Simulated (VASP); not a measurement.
Calculation: RPBE GGA, VASP's PBE PAW potentials (set 64) (plane waves; VASP).

Input for VASP

File POSCAR:
```
Li
1.0
 -1.7450000000   1.7450000000   1.7450000000
  1.7450000000  -1.7450000000   1.7450000000
  1.7450000000   1.7450000000  -1.7450000000
Li
1
Cartesian
  0.0000000000   0.0000000000   0.0000000000
```

KPOINTS:
```
Automatic mesh
0
Gamma
13 13 13
0 0 0
```

### INCAR
```
# general
SYSTEM = Li
PREC   = Accurate
ENCUT  = 520
LREAL  = .FALSE.   # projection in real space or not
LASPH  = .TRUE.

# electronic loop
EDIFF  = 1E-6   # SCF stop (eV)
NELM   = 100   # most electronic steps
ALGO   = Normal   # blocked Davidson

# smearing
ISMEAR = 1
SIGMA  = 0.1

# functional
GGA    = RP   # RPBE

# ions
IBRION = 2
NSW    = 60   # most ionic steps
ISIF   = 3   # ions, shape and volume
EDIFFG = -0.01   # ionic stop

# output
LWAVE  = .FALSE.
LCHARG = .FALSE.
```

POTCAR, in this order: Li_sv (PBE.64 set). Program: vasp_std.

Output

### OUTCAR
```
 ion  position               nearest neighbor table
   1  0.000  0.000  0.000-
  LATTYP: Found a body centered cubic cell.
 ALAT       =     3.4900000000
 Subroutine PRICEL returns:
 Original cell was already a primitive cell.
 Subroutine GETGRP returns: Found 48 space group operations
The static configuration has the point symmetry O_h .
The dynamic configuration has the point symmetry O_h .
 Subroutine INISYM returns: Found 48 space group operations
 Subroutine IBZKPT returns following result:
 Found     84 irreducible k-points:

 Following reciprocal coordinates:
            Coordinates               Weight
  0.000000  0.000000  0.000000      1.000000
  0.076923  0.000000  0.000000     12.000000
  0.153846  0.000000  0.000000     12.000000
  0.230769  0.000000  0.000000     12.000000
  0.307692  0.000000  0.000000     12.000000
  0.384615  0.000000  0.000000     12.000000
  0.461538  0.000000  0.000000     12.000000
  0.076923  0.076923  0.000000     24.000000
  0.153846  0.076923 -0.000000     48.000000
  0.230769  0.076923  0.000000     48.000000
  0.307692  0.076923 -0.000000     48.000000
  0.384615  0.076923  0.000000     48.000000
  0.461538  0.076923  0.000000     24.000000
  0.153846  0.153846  0.000000     24.000000
  0.230769  0.153846  0.000000     48.000000
  0.307692  0.153846  0.000000     48.000000
  0.384615  0.153846  0.000000     48.000000
  0.230769  0.230769  0.000000     24.000000
  0.307692  0.230769  0.000000     48.000000
  0.384615  0.230769  0.000000     24.000000
  0.307692  0.307692  0.000000     24.000000
  0.076923  0.076923  0.076923      8.000000
  0.153846  0.076923  0.076923     24.000000
  0.230769  0.076923  0.076923     24.000000
  0.307692  0.076923  0.076923     24.000000
  0.384615  0.076923  0.076923     24.000000
 -0.076923  0.076923  0.076923      6.000000
  0.153846  0.153846  0.076923     24.000000
  0.230769  0.153846  0.076923     48.000000
  0.307692  0.153846  0.076923     48.000000
  0.384615  0.153846  0.076923     24.000000
 -0.153846  0.153846  0.076923     24.000000
  0.230769  0.230769  0.076923     24.000000
  0.307692  0.230769  0.076923     48.000000
 -0.230769  0.230769  0.076923     24.000000
 -0.153846  0.230769  0.076923     24.000000
  0.307692  0.307692  0.076923      8.000000
 -0.307692  0.307692  0.076923     24.000000
 -0.230769  0.307692  0.076923     48.000000
 -0.384615  0.384615  0.076923     24.000000
   k-points           NKPTS =     84   k-points in BZ     NKDIM =     84   number of bands    NBANDS=      5
   number of dos      NEDOS =    301   number of ions     NIONS =      1
   total plane-waves  NPLWV =  13824
   dimension x,y,z NGX =    24 NGY =   24 NGZ =   24
   dimension x,y,z NGXF=    48 NGYF=   48 NGZF=   48
   ions per type =               1
   PREC   = accura    normal or accurate (medium, high low for compatibility)
   ISTART =      0    job   : 0-new  1-cont  2-samecut
   ICHARG =      2    charge: 1-file 2-atom 10-const
   ISPIN  =      1    spin polarized calculation?
   LNONCOLLINEAR =      F non collinear calculations
   LSORBIT =      F    spin-orbit coupling
   INIWAV =      1    electr: 0-lowe 1-rand  2-diag
   ENCUT  =  520.0 eV  38.22 Ry    6.18 a.u.   5.62  5.62  5.62*2*pi/ulx,y,z
   NELM   =    100;   NELMIN=  2; NELMDL= -5     # of ELM steps
   EDIFF  = 0.1E-05   stopping-criterion for ELM
   LREAL  =      F    real-space projection
   NLSPLINE    = F    spline interpolate recip. space projectors
   LMAXMIX     =    2 max onsite mixed and CHGCAR
   VOSKOWN=      0    Vosko Wilk Nusair interpolation
...
```

File OSZICAR:
```
       N       E                     dE             d eps       ncg     rms          rms(c)
DAV:   1     0.658937746000E+00    0.65894E+00   -0.70324E+02   845   0.415E+02
DAV:   2    -0.171899251214E+01   -0.23779E+01   -0.23057E+01  1195   0.595E+01
DAV:   3    -0.181176733148E+01   -0.92775E-01   -0.92760E-01  1045   0.833E+00
DAV:   4    -0.181426882406E+01   -0.25015E-02   -0.24888E-02  1140   0.121E+00
DAV:   5    -0.181430298865E+01   -0.34165E-04   -0.34165E-04  1020   0.112E-01    0.197E-01
DAV:   6    -0.181292114479E+01    0.13818E-02   -0.20694E-04  1155   0.143E-01    0.118E-01
DAV:   7    -0.181225576509E+01    0.66538E-03   -0.53335E-04  1280   0.207E-01    0.221E-02
DAV:   8    -0.181224789670E+01    0.78684E-05   -0.24533E-06   920   0.187E-02    0.126E-03
DAV:   9    -0.181224430335E+01    0.35933E-05   -0.18972E-07   770   0.507E-03    0.323E-04
DAV:  10    -0.181224321682E+01    0.10865E-05   -0.25244E-08   465   0.174E-03    0.137E-04
DAV:  11    -0.181224296277E+01    0.25406E-06   -0.59640E-09   430   0.926E-04
   1 F= -.18122430E+01 E0= -.18122372E+01  d E =-.181224E+01
       N       E                     dE             d eps       ncg     rms          rms(c)
DAV:   1    -0.181238674934E+01   -0.14353E-03   -0.12827E-03  1220   0.376E-01    0.759E-02
DAV:   2    -0.181238089016E+01    0.58592E-05   -0.17884E-04   985   0.114E-01    0.504E-02
DAV:   3    -0.181234315783E+01    0.37732E-04   -0.67488E-05  1620   0.559E-02    0.174E-02
DAV:   4    -0.181234465826E+01   -0.15004E-05   -0.27846E-06   960   0.169E-02    0.271E-03
DAV:   5    -0.181234647517E+01   -0.18169E-05   -0.75799E-07   525   0.103E-02    0.101E-03
DAV:   6    -0.181234767663E+01   -0.12015E-05   -0.19926E-07   425   0.508E-03    0.141E-04
DAV:   7    -0.181234776236E+01   -0.85726E-07   -0.93869E-08   435   0.333E-03
   2 F= -.18123478E+01 E0= -.18123422E+01  d E =-.104800E-03
       N       E                     dE             d eps       ncg     rms          rms(c)
DAV:   1    -0.181276610757E+01   -0.41843E-03   -0.98284E-03  1210   0.104E+00    0.209E-01
DAV:   2    -0.181265264766E+01    0.11346E-03   -0.13099E-03   990   0.309E-01    0.138E-01
DAV:   3    -0.181246792997E+01    0.18472E-03   -0.49582E-04  1630   0.151E-01    0.456E-02
DAV:   4    -0.181246339963E+01    0.45303E-05   -0.22814E-05  1515   0.439E-02    0.600E-03
DAV:   5    -0.181246836879E+01   -0.49692E-05   -0.14529E-06   585   0.125E-02    0.334E-03
DAV:   6    -0.181247168334E+01   -0.33146E-05   -0.40284E-07   435   0.672E-03    0.131E-04
DAV:   7    -0.181247182138E+01   -0.13804E-06   -0.11166E-07   420   0.433E-03
   3 F= -.18124718E+01 E0= -.18124666E+01  d E =-.228859E-03
```

### OUTCAR
```
------------------------ aborting loop because EDIFF is reached ----------------------------------------
  FORCE on cell =-STRESS in cart. coord.  units (eV):
  Direction    XX          YY          ZZ          XY          YZ          ZX
  --------------------------------------------------------------------------------------
  Total       -0.0003409     -0.0003409     -0.0003409     -0.0000000     -0.0000000      0.0000000
  in kB       -0.0261011     -0.0261011     -0.0261011     -0.0000000     -0.0000000      0.0000000
  external PRESSURE =      -0.0261011 kB  Pullay stress =       0.0000000 kB
  volume of cell :       20.92
      direct lattice vectors                 reciprocal lattice vectors
    -1.735880494  1.735880494  1.735880494     0.000000000  0.288038262  0.288038262
     1.735880494 -1.735880494  1.735880494     0.288038262  0.000000000  0.288038262
     1.735880494  1.735880494 -1.735880494     0.288038262  0.288038262  0.000000000
 POSITION                                       TOTAL-FORCE (eV/Angst)
 -----------------------------------------------------------------------------------
      0.00000      0.00000     -0.00000        -0.000000      0.000000      0.000000
 -----------------------------------------------------------------------------------
    total drift:                               -0.000000     -0.000000      0.000000
  FREE ENERGIE OF THE ION-ELECTRON SYSTEM (eV)
  ---------------------------------------------------
  free  energy   TOTEN  =        -1.8124718214 eV

  energy  without entropy=       -1.8124560832  energy(sigma->0) =       -1.81246658

 reached required accuracy - stopping structural energy minimisation
```
(Selected blocks of OUTCAR.)

CONTCAR:
```
Li
   1.00000000000000
    -1.7358804935862029    1.7358804935862029    1.7358804935862029
     1.7358804935862029   -1.7358804935862029    1.7358804935862029
     1.7358804935862029    1.7358804935862029   -1.7358804935862029
  Li
     1
Direct
     0.0000000000000000    0.0000000000000000    0.0000000000000000
```

The compound is Li in the bcc structure. This run relaxes it. Symmetry was kept, so distortions that lower it aren't found.
